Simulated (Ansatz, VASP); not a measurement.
**Cross-check of BePd between VASP and Ansatz**

Aim: how closely do two programs agree when they are given the same cell, functional and k mesh? The cell is taken from a series of runs on this material, whose earlier steps may have relaxed, scaled, displaced or heated it; both programs get it as it stands.

Calculated with Ansatz 0.2.0; plane waves, with VASP 6.6.1 beside it; relaxation of cell and atoms at r2SCAN and zone-centre phonons at r2SCAN.

## 1. The structure

The structure is cubic, space group Pm-3m (No. 221). Conventional cell: a = 2.813 Å, b = 2.813 Å, c = 2.813 Å, α = 90.00°, β = 90.00°, γ = 90.00°. Be has 8 Pd at 2.44 Å nearest. Pd has 8 Be at 2.44 Å nearest. Farther neighbours are not listed.

## 2. VASP: relaxation of cell and atoms, r2SCAN, pair 1

The relaxed volume is the usual yardstick between codes: in a stiff, nearly cubic crystal its relative difference is about their pressure difference at one cell divided by the bulk modulus.

Lines of VASP's logs that name or quote its potential files are left out, and so is its time.

INCAR

```
SYSTEM = BePd
PREC = Accurate
ENCUT = 660
EDIFF = 1E-07
NELM = 120
ISMEAR = 0
SIGMA = 0.1
LREAL = .FALSE.
ALGO = Normal
METAGGA = R2SCAN
LASPH = .TRUE.
NBANDS = 12
LORBIT = 11
LWAVE = .FALSE.
LCHARG = .FALSE.
ISIF = 3
IBRION = 2
NSW = 80
EDIFFG = -0.005
GGA_COMPAT = .FALSE.
NELMIN = 4
LMIXTAU = .TRUE.
KPAR = 2
```

POSCAR

```
BePd
1.0
    2.8130000000      0.0000000000      0.0000000000
    0.0000000000      2.8130000000      0.0000000000
    0.0000000000      0.0000000000      2.8130000000
Be Pd
1 1
Direct
    0.0000000000      0.0000000000      0.0000000000
    0.5000000000      0.5000000000      0.5000000000
```

KPOINTS

```
Automatic mesh
0
Gamma
14 14 14
0 0 0
```

PAW data sets: Be and Pd (PBE family, release 64).

On the command line:

```console
> mpirun -np 2 vasp_std
```

Numbers of over 12 decimals in the logs are rounded to 6 here.

Output:

```text
[banner, memory and clock lines left out]
running    2 mpi-ranks, on    1 nodes
 distrk:  each k-point on    1 cores,    2 groups
 distr:  one band on    1 cores,    1 groups

 POSCAR found type information on POSCAR BePd
 POSCAR found :  2 types and       2 ions
|                                                                             |
|               ----> ADVICE to this user running VASP <----                  |
|                                                                             |
|     You enforced a specific xc type in the INCAR file but a different       |
|     [... a line on the potential file left out ...]
|     I HOPE YOU KNOW WHAT YOU ARE DOING!                                     |
|                                                                             |

 LDA part: xc-table for (None), standard interpolation
 POSCAR, INCAR and KPOINTS ok, starting setup
 FFT: planning ... GRIDC
 FFT: planning ... GRID_SOFT
 FFT: planning ... GRID
 WAVECAR not read
 entering main loop
       N       E                     dE             d eps       ncg     rms          rms(c)
DAV:   1     0.384419196846E+02    0.38442E+02   -0.75630E+03  2880   0.119E+03
DAV:   2    -0.310405311673E+02   -0.69482E+02   -0.65945E+02  3300   0.229E+02
DAV:   3    -0.322620304564E+02   -0.12215E+01   -0.12188E+01  3404   0.309E+01
DAV:   4    -0.322724006067E+02   -0.10370E-01   -0.10368E-01  3684   0.319E+00
DAV:   5    -0.322726211185E+02   -0.22051E-03   -0.22051E-03  3536   0.407E-01    0.109E+01
DAV:   6    -0.283856070524E+02    0.38870E+01   -0.11358E+01  3120   0.294E+01    0.401E+00
DAV:   7    -0.284714850669E+02   -0.85878E-01   -0.13905E+00  3176   0.934E+00    0.182E+00
DAV:   8    -0.284597915248E+02    0.11694E-01   -0.13871E-02  3328   0.104E+00    0.684E-01
DAV:   9    -0.284599854440E+02   -0.19392E-03   -0.10781E-02  3652   0.853E-01    0.586E-02
DAV:  10    -0.284600935393E+02   -0.10810E-03   -0.38504E-04  3112   0.244E-01    0.745E-02
DAV:  11    -0.284598066710E+02    0.28687E-03   -0.50099E-04  2992   0.238E-01    0.193E-02
DAV:  12    -0.284602734063E+02   -0.46674E-03   -0.19026E-04  2968   0.147E-01    0.422E-03
DAV:  13    -0.284602753632E+02   -0.19569E-05   -0.34241E-06  3780   0.172E-02    0.104E-03
DAV:  14    -0.284602752205E+02    0.14266E-06   -0.22514E-07  3184   0.441E-03    0.510E-04
DAV:  15    -0.284602752606E+02   -0.40084E-07   -0.55465E-08  2004   0.259E-03
   1 F= -.28460275E+02 E0= -.28458021E+02  d E =-.284603E+02
 curvature:   0.00 expect dE= 0.000E+00 dE for cont linesearch  0.000E+00
 trial: gam= 0.00000 g(F)=  0.000E+00 g(S)=  0.209E-03 ort = 0.000E+00 (trialstep = 0.100E+01)
 search vector abs. value=  0.209E-03
 bond charge predicted
       N       E                     dE             d eps       ncg     rms          rms(c)
DAV:   1    -0.284628018693E+02   -0.25266E-02   -0.37685E-02  3112   0.195E+00    0.344E-01
DAV:   2    -0.284604028528E+02    0.23990E-02   -0.19827E-02  3072   0.114E+00    0.108E-01
DAV:   3    -0.284602863083E+02    0.11654E-03   -0.85578E-04  3032   0.245E-01    0.431E-02
DAV:   4    -0.284602346927E+02    0.51616E-04   -0.91100E-05  3168   0.693E-02    0.892E-03
DAV:   5    -0.284602744308E+02   -0.39738E-04   -0.25346E-05  2948   0.445E-02    0.193E-03
DAV:   6    -0.284602745228E+02   -0.92092E-07   -0.24264E-06  3164   0.131E-02    0.224E-03
DAV:   7    -0.284602754171E+02   -0.89422E-06   -0.91059E-08  2684   0.274E-03    0.161E-03
DAV:   8    -0.284602763845E+02   -0.96741E-06   -0.29112E-07  2876   0.485E-03    0.135E-04
DAV:   9    -0.284602764214E+02   -0.36923E-07   -0.10335E-08  1488   0.114E-03
   2 F= -.28460276E+02 E0= -.28458016E+02  d E =-.116082E-05
 trial-energy change:   -0.000001  1 .order   -0.000010   -0.000209    0.000189
 step:   0.4914(harm=  0.5260)  dis= 0.00000  next Energy=   -28.460326 (dE=-0.504E-04)
 bond charge predicted
       N       E                     dE             d eps       ncg     rms          rms(c)
DAV:   1    -0.284609719489E+02   -0.69556E-03   -0.97353E-03  3112   0.991E-01    0.175E-01
DAV:   2    -0.284603487018E+02    0.62325E-03   -0.51086E-03  3072   0.578E-01    0.542E-02
DAV:   3    -0.284603233772E+02    0.25325E-04   -0.22259E-04  3016   0.125E-01    0.210E-02
DAV:   4    -0.284603160671E+02    0.73101E-05   -0.23041E-05  3160   0.348E-02    0.434E-03
DAV:   5    -0.284603254092E+02   -0.93421E-05   -0.49367E-06  2960   0.196E-02    0.102E-03
DAV:   6    -0.284603251250E+02    0.28413E-06   -0.32217E-07  3276   0.503E-03    0.113E-03
DAV:   7    -0.284603251869E+02   -0.61802E-07   -0.14305E-08  1588   0.115E-03
   3 F= -.28460325E+02 E0= -.28458068E+02  d E =-.499263E-04
 curvature:  -0.26 expect dE=-0.493E-06 dE for cont linesearch -0.493E-06
 trial: gam=-0.08584 g(F)=  0.244E-64 g(S)=  0.188E-05 ort = 0.199E-04 (trialstep = 0.898E+00)
 search vector abs. value=  0.170E-07
 reached required accuracy - stopping structural energy minimisation
```

OUTCAR, selected parts (step 2):

```text
ion  position               nearest neighbor table
   1  0.000  0.000  0.000-   2 2.44   2 2.44   2 2.44   2 2.44   2 2.44   2 2.44   2 2.44   2 2.44

  LATTYP: Found a simple cubic cell.
 ALAT       =     2.8130000000

 Subroutine GETGRP returns: Found 48 space group operations
 (whereof 48 operations were pure point group operations)

The static configuration has the point symmetry O_h .

 Found    120 irreducible k-points:

   k-points           NKPTS =    120   k-points in BZ     NKDIM =    120   number of bands    NBANDS=     12

   dimension x,y,z NGX =    24 NGY =   24 NGZ =   24
   dimension x,y,z NGXF=    48 NGYF=   48 NGZF=   48

   ENCUT  =  660.0 eV  48.51 Ry    6.96 a.u.   5.89  5.89  5.89*2*pi/ulx,y,z

   NELECT =      12.0000    total number of electrons

 k-points in reciprocal lattice and weights: Automatic mesh
   0.00000000  0.00000000  0.00000000       0.000
   0.07142857  0.00000000  0.00000000       0.002
   0.14285714  0.00000000  0.00000000       0.002
   0.21428571  0.00000000  0.00000000       0.002
   0.28571429  0.00000000  0.00000000       0.002
   0.35714286  0.00000000  0.00000000       0.002
   0.42857143  0.00000000  0.00000000       0.002
   0.50000000  0.00000000  0.00000000       0.001
   0.07142857  0.07142857  0.00000000       0.004
[...]
0.50000000  0.50000000  0.42857143       0.002
   0.50000000  0.50000000  0.50000000       0.000

 average (electrostatic) potential at core
       1 -30.7962       2 -76.7438

 E-fermi :   9.8029

 k-point     1 :       0.0000    0.0000    0.0000
  band No.  band energies     occupation
    ...
      2       3.9809      2.00000
      3       3.9809      2.00000
      4       7.3286      2.00000
      5       7.3286      2.00000
      6       7.3286      2.00000
      7      15.6843      0.00000
      8      15.6843      0.00000
      9      15.6843      0.00000
     10      24.5554      0.00000
     11      24.5554      0.00000
    ...

 k-point     2 :       0.0714    0.0000    0.0000
  band No.  band energies     occupation
    ...
      2       4.0051      2.00000
      3       4.0330      2.00000
      4       7.2283      2.00000
      5       7.2283      2.00000
      6       7.3358      2.00000
      7      15.2503      0.00000
      8      15.8806      0.00000
      9      15.8806      0.00000
     10      24.3921      0.00000
     11      24.9753      0.00000
    ...

 k-point     3 :       0.1429    0.0000    0.0000
  band No.  band energies     occupation
    ...
      2       4.0739      2.00000
      3       4.1796      2.00000
      4       6.9640      2.00000
      5       6.9640      2.00000
      6       7.3562      2.00000
      7      14.2008      0.00000
      8      16.4329      0.00000
      9      16.4329      0.00000
     10      23.9478      0.00000
     11      25.7719      0.00000
    ...

  Total        0.0051016      0.0051016      0.0051016      0.0000000      0.0000000     -0.0000000
  in kB        0.3665051      0.3665051      0.3665051      0.0000000      0.0000000     -0.0000000
  external PRESSURE =       0.3665051 kB  Pullay stress =       0.0000000 kB

  energy-cutoff  :      660.00
  volume of cell :       22.30
      direct lattice vectors                 reciprocal lattice vectors
     2.814793690  0.000000000  0.000000000     0.355265824  0.000000000  0.000000000
    -0.000000000  2.814793690 -0.000000000    -0.000000000  0.355265824  0.000000000
    -0.000000000 -0.000000000  2.814793690    -0.000000000  0.000000000  0.355265824

 POSITION                                       TOTAL-FORCE (eV/Angst)
 -----------------------------------------------------------------------------------
      0.00000      0.00000      0.00000        -0.000000      0.000000      0.000000
      1.40740      1.40740      1.40740         0.000000     -0.000000      0.000000
 -----------------------------------------------------------------------------------
    total drift:                                0.000000     -0.000000     -0.000000

  FREE ENERGIE OF THE ION-ELECTRON SYSTEM (eV)
  ---------------------------------------------------
  free  energy   TOTEN  =       -28.4603251869 eV

  energy  without entropy=      -28.4558104954  energy(sigma->0) =      -28.45806784

 reached required accuracy - stopping structural energy minimisation

 total charge
# of ion       s       p       d       tot
------------------------------------------
    1        0.397   0.566   0.000   0.963
    2        0.557   0.665   8.541   9.764
--------------------------------------------------
tot          0.955   1.231   8.541  10.727

[... 3 further parts left out ...]
```

The run keeps the 48 symmetry operations of its start, so it cannot find a distortion of lower symmetry.

## 3. Ansatz: relaxation of cell and atoms, r2SCAN, pair 1

Ansatz runs on its default PAW (the set named soft_2) files.

The same cell, functional, mesh and smearing now go to Ansatz, which takes its cutoff from its data sets.

input.yaml

```yaml
crystal:
  lattice:
    - [2.813, 0.0, 0.0]
    - [0.0, 2.813, 0.0]
    - [0.0, 0.0, 2.813]
  atoms:
    - { symbol: Be, position: [0.0, 0.0, 0.0] }
    - { symbol: Pd, position: [0.5, 0.5, 0.5] }
kpoints:
  mp_grid: { grid: [14, 14, 14] }
hamiltonian:
  xc: r2scan
scf:
  occupations: { method: gaussian, width: 0.1 }
output:
  forces: true
  stress: true
  eigenvalues: true
relax:
  adjacent_minimum: "off"
  f_tol: 0.005
  max_steps: 80
  cell: { stress_tol: 0.05 }
```

On the command line:

```console
> ansatz run input.yaml --threads 4 --pin off --max-ram 7168MiB --backend cpu --events-out ev --progress --plain --runs-dir out
```

Output:

```text
Engine: ansatz 0.2.0, aarch64-unknown-linux-gnu
Pseudopotentials: kind: paw
Pseudopotential: Be, paw, valence charge 2, recommended cutoff 500 eV (meta_gga), Be.paw.azcp
Pseudopotential: Pd, paw, valence charge 18, recommended cutoff 500 eV (meta_gga), Pd.paw.azcp
Functional definition: r2SCAN
  parameter k0 = 0.174
  parameter k1 = 0.065
  parameter a1 = 4.9479
  exchange = r2scan_x(k0 = k0, k1 = k1, a1 = a1)
  correlation = r2scan_c
Crystal: 2 atoms, lattice volume = 22.259 Å³
Basis set: ecut = 500 eV, 587 PW (Γ), exchange–correlation on 96×96×96 points (64 copies of the dense FFT grid, shifted against one another)
Bands: 14, of which v1, the nominal top of the filled ones, is band 10 counted from 1 (9 counted from 0)
Symmetry: 48 space group operations
Space group: Pm-3m (ITA 221), of the structure as read, at distance tolerance 2.8e-5 Å
k-points: 120 of 2744
Non-local potential: Be, projectors of the file, l = 0: 2, l = 1: 2, l = 2: 1
Non-local potential: Pd, projectors of the file, l = 0: 2, l = 1: 2, l = 2: 2, l = 3: 1
PAW form: soft (Blöchl's): semilocal exchange-correlation on the pseudo side does not see the compensation charge
PAW frozen core: Be, regenerated for the run's functional (the file was generated under x = pbe(κ = 0.804, μ = 0.219515), c = pbe(β = 0.066725))
PAW frozen core: Pd, regenerated for the run's functional (the file was generated under x = pbe(κ = 0.804, μ = 0.219515), c = pbe(β = 0.066725))
PAW one-centre angular grid: Be, 302 points (default); XC on 255 of its mesh's 2635 points in the sphere
PAW one-centre angular grid: Pd, 590 points (default); XC on 160 Gauss nodes
Initial density: superposition of atomic densities (neutral atoms: chi_scale 0, normalization atom), corrected by the library's trained network
Initial wavefunctions: pseudopotential atomic-orbital guess
Functional: x = r2scan, c = r2scan; τ floored in thin density (d = 2e-4 eV/Å³)
SCF iter   1: F=—  HF=-7080.213091 eV  |F-HF|=—  |Δ(HF+E_count)|=         —  Δρ=1.26e-2  dr2=2.48e-2  dr2_τ=2.53e-2  ethr=1.77e-3  ⟨swp⟩=5.1  Hψ=9500  notcnv=0
preconditioner: auto → none  [metal: Δε(μ)=0.034 eV  Ē_g=11.521 eV  σ=0.100 eV  W_gap=0.19  n_scr=6 (ndim 8)  ℏωp=27.3 eV  f_vac=0.000  D(μ)=0.85/eV (n_scr^D=6)  sad-step TF]
SCF iter   2: F=—  HF=-7080.242434 eV  |F-HF|=—  |Δ(HF+E_count)|=   2.93e-2  Δρ=6.43e-3  dr2=4.16e-3  dr2_τ=5.08e-4  ethr=1.24e-4  ⟨swp⟩=2.2  Hψ=3679  notcnv=0  defer=16
SCF iter   3: F=—  HF=-7080.241470 eV  |F-HF|=—  |Δ(HF+E_count)|=   9.64e-4  Δρ=2.41e-3  dr2=1.32e-3  dr2_τ=1.02e-4  ethr=2.08e-5  ⟨swp⟩=3.0  Hψ=2900  notcnv=0  defer=16
SCF iter   4: F=—  HF=-7080.241222 eV  |F-HF|=—  |Δ(HF+E_count)|=   2.48e-4  Δρ=2.56e-4  dr2=1.95e-5  dr2_τ=2.79e-6  ethr=6.62e-6  ⟨swp⟩=2.3  Hψ=2304  notcnv=0  defer=16
SCF iter   5: F=—  HF=-7080.241230 eV  |F-HF|=—  |Δ(HF+E_count)|=   8.65e-6  Δρ=1.09e-4  dr2=1.42e-6  dr2_τ=9.66e-8  ethr=9.75e-8  ⟨swp⟩=2.2  Hψ=2743  notcnv=0  defer=16
SCF iter   6: F=-7080.241233 eV  HF=-7080.241233 eV  |F-HF|=1.61e-9  |Δ(HF+E_count)|=   2.16e-6  Δρ=7.13e-6  dr2=5.04e-9  dr2_τ=8.89e-10  ethr=5.00e-10  ⟨swp⟩=3.4  Hψ=6831  notcnv=0
SCF 1 converged in 6 iterations: F = -7080.241233 eV  dr2 = 5.04e-9
  greatest PAW one-centre occupation: 1.003 electrons in one spin orbital (limit 2), on the Pd atom at site 1 (counted from 0), in its partial waves of l = 0
relax step   1: F+E_penalty+E_count = -7080.24123253 eV  Δ(F+E_penalty+E_count) = +0.000e0 eV  max|allowed force component| = 2.169e-30 eV/Å  Δτ_max = 0.0000 Å  P = -0.159 GPa  Ω = 22.259 Å³  (6 SCF iters, dr2 threshold 1.00e-7 eV, accepted)
[...]
relax step   2: F+E_penalty+E_count = -7080.24126703 eV  Δ(F+E_penalty+E_count) = -3.450e-5 eV  max|allowed force component| = 2.038e-30 eV/Å  Δτ_max = 0.0000 Å  P = +0.031 GPa  Ω = 22.236 Å³  energy of the carried Pulay correction = +2.540e-5 eV  (5 SCF iters, dr2 threshold 6.34e-8 eV, accepted)
[...]
relax step   3: F+E_penalty+E_count = -7080.24124650 eV  Δ(F+E_penalty+E_count) = +2.053e-5 eV  max|allowed force component| = 3.106e-30 eV/Å  Δτ_max = 0.0000 Å  P = +0.030 GPa  Ω = 22.236 Å³  stress off target by 3.02e-2 GPa  SCF on the basis re-selected at this cell (its energy is not comparable with the rows above)  (4 SCF iters)
basis re-selected at this cell: Δ(F+E_penalty+E_count) = +2.053e-5 eV, ΔP = -0.001 GPa vs the last step (what re-selecting the basis moved, of the pressure what is left beyond the Pulay correction that the steps carried, after the strain that the cell walked since its last selection, with what the two solves' SCF thresholds leave and, on support functions, any second-order correction that the steps lacked; it is no m [...]
SCF converged after 4 iterations
Free energy (F): -7080.241247 eV
Harris-Foulkes:  -7080.241247 eV  (|F-HF|=5.46e-12)
Internal energy: -7080.236774 eV  (E = F + TS)
E sigma→0 (E₀):  -7080.239010 eV
Entropy (-TS):   -0.004473 eV (-2.236 meV/atom)
Fermi energy:    16.855285 eV
--- Per-component energies (eV) ---
  E_band       = -208.939222
  E_kinetic    = 534.987618
  E_local      = -2206.209974  (includes V_loc(G=0)·N_el)
  E_nonlocal   = 219.824081
  E_hartree    = 914.405289
  E_xc         = -180.053455
  E_vxc        = -257.320460  (∫ρ·V_xc dr)
  E_paw        = -3832.141362  (= ΣΔE_a)
  E_vpaw       = -347.870501  (= ΣTr[D̂ρ^β])
  E_aug_tail   = 0.000112  (compensation charges beyond the density's cutoff)
  E_vtau       = 18.839241  (kinetic-family band-sum trace: ∫τ·v_τ [+ j·A + Jᵃ·Aᵃ] dr)
  E_ewald      = -2530.584970
  E_core_change = -0.464114  (= ΣΔE_core)
  E_smearing   = -0.004473  (= −TS)
  E_closure    = 0.000000  (closes the sum)
  Σ components = -7080.241247   (vs F -7080.241247, Δ=0.00e0)
--- Forces (eV/Å), atoms counted from 1 ---
  atom   1  Be     0.00000000     0.00000000    -0.00000000
  atom   2  Pd     0.00000000     0.00000000     0.00000000
  max |Σ_I F_I| component: 6.41e-30 eV/Å
--- Stress (GPa, compression-positive) ---
        0.030220      -0.000000      -0.000000
       -0.000000       0.030220       0.000000
       -0.000000       0.000000       0.030220
  P = ⅓ Tr σ = 0.0302 GPa (0.302 kbar)
--- Band table (eV; the first three rows and the last of 120) ---
  k-point 0: bands = [... 6 lower, 11.0088, 14.3567, 14.3567, 14.3567, 22.7427, 22.7427, 22.7427, 31.6210]
  k-point 1: bands = [... 6 lower, 11.0613, 14.2563, 14.2563, 14.3639, 22.3097, 22.9396, 22.9396, 31.4487]
  k-point 2: bands = [... 6 lower, 11.2092, 13.9916, 13.9916, 14.3844, 21.2618, 23.4939, 23.4939, 30.9831]
  k-point 119: bands = [... 6 lower, 10.1041, 15.5417, 15.5417, 21.9770, 22.8070, 22.8070, 22.8070, 23.9630]
--- Relaxed structure (2 steps of the walk, 2 accepted, 1 SCFs on fresh bases) ---
  F+E_penalty+E_count = -7080.24124650 eV   max|allowed force component| = 3.106e-30 eV/Å   (the final SCF, on the basis selected at the relaxed cell)
  cell:  # Å, volume = 22.2364 Å³
    - [2.812042, 0, 0.0]
    - [0, 2.812042, 0.0]
    - [0.0, 0.0, 2.812042]
  atoms:
    - { symbol: Be, position: [0.0, 0.0, 0] }
    - { symbol: Pd, position: [0.5, 0.5, 0.5] }
```

## 4. Comparison

Known differences besides the potentials themselves: VASP keeps PBE cores, Ansatz makes them for the functional; the data sets hold 20 valence electrons in Ansatz (on its default PAW (the set named soft_2) files) and 12 in VASP; the cutoff is 500 eV in Ansatz and 660 eV in VASP; Ansatz adds a Pulay correction to the stress that steers its cell, VASP none. Total energies have different zeros and are not compared.

The two programs side by side:

```csv
quantity,Ansatz,VASP,difference
volume (Å³),22.24,22.30,-0.29 %
"edge a after relaxation, in the typed setting (Å)",2.812,2.815,-0.10 %
```

## 5. Ansatz: relaxation of cell and atoms, r2SCAN, pair 2

The relaxed volume is the usual yardstick between codes: in a stiff, nearly cubic crystal its relative difference is about their pressure difference at one cell divided by the bulk modulus.

The cell is taken from a series of runs on this material, whose earlier steps may have relaxed, scaled, displaced or heated it; both programs get it as it stands.

input.yaml

```yaml
crystal:
  lattice:
    - [2.8120415707, 0.0, 0.0]
    - [0.0, 2.8120415707, 0.0]
    - [0.0, 0.0, 2.8120415707]
  atoms:
    - { symbol: Be, position: [0.0, 0.0, 0.0] }
    - { symbol: Pd, position: [0.5, 0.5, 0.5] }
kpoints:
  mp_grid: { grid: [16, 16, 16] }
hamiltonian:
  xc: r2scan
scf:
  occupations: { method: methfessel_paxton, width: 0.15 }
output:
  forces: true
  stress: true
  eigenvalues: true
relax:
  adjacent_minimum: "off"
  f_tol: 0.001
  max_steps: 60
  cell: { stress_tol: 0.01 }
```

Output:

```text
[...]
Crystal: 2 atoms, lattice volume = 22.236 Å³
Basis set: ecut = 500 eV, 587 PW (Γ), exchange–correlation on 96×96×96 points (64 copies of the dense FFT grid, shifted against one another)
Bands: 14, of which v1, the nominal top of the filled ones, is band 10 counted from 1 (9 counted from 0)
Symmetry: 48 space group operations
[...]
k-points: 165 of 4096
[...]
k-point 164: bands = [... 6 lower, 10.1013, 15.5374, 15.5374, 21.9703, 22.8012, 22.8012, 22.8012, 23.9565]
--- Relaxed structure (2 steps of the walk, 2 accepted, 1 SCFs on fresh bases) ---
[...]
cell:  # Å, volume = 22.2419 Å³
    - [2.812271, 0.0, 0]
    - [0, 2.812271, 0.0]
    - [0.0, 0.0, 2.812271]
  atoms:
    - { symbol: Be, position: [0, 0, 0] }
    - { symbol: Pd, position: [0.5, 0.5, 0.5] }
[key lines of the parts left out:]
SCF converged after 5 iterations
Free energy (F): -7080.238814 eV
Fermi energy:    16.860076 eV
P = ⅓ Tr σ = -0.0070 GPa (-0.070 kbar)
```

(Continued in part 2 of 2.)

[Lines on the potential files, build, host, timing and source positions are cut from VASP's logs without a mark.]

[Logs are printed without paths, hosts, clocks, repeated set-up lines and the standing remarks that a program may print on its own settings, such as how far it seeks lower states.]

[Hosts, paths, dates, database ids (printed as entryN), source tags and the programs' standing remarks are cut or masked in the printed files.]
